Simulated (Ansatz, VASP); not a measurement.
Two plane-wave programs on SrAl5

```
Sr Al
1.0
     0.00000    3.98906    3.98906
     3.98906    0.00000    3.98906
     3.98906    3.98906    0.00000
Sr Al
1 5
Direct
  0.50000 0.50000 0.50000
  0.87568 0.37297 0.87568
  0.87568 0.87568 0.87568
  0.37297 0.87568 0.87568
  0.87568 0.87568 0.37297
  0.25000 0.25000 0.25000
```

Alike in both runs: functional PBE; k mesh 8 × 8 × 8; occupations gaussian, width 0.1 eV; no spin polarisation.

Ansatz relaxed the structure, and its values are those at the end. VASP's run is a single point on that final structure, the one shown.

|  | VASP | Ansatz |
| --- | --- | --- |
| version | VASP 6.6.1 | Ansatz 0.2.0 |
| potentials or method | VASP PAW PBE potentials, release 64 (Sr_sv, Al) | scalar-relativistic, plane waves, PAW |
| plane-wave cutoff (eV) | 520 | 420 |
| valence electrons in the cell | 25 | 25 |

```csv
,VASP,Ansatz,Ansatz less VASP
gap on the k mesh at the Fermi level (eV),none,none,-
pressure (GPa),0.0,0.0,-0.04
```

A gap of «none» marks a metal or a gap that the smearing closes.
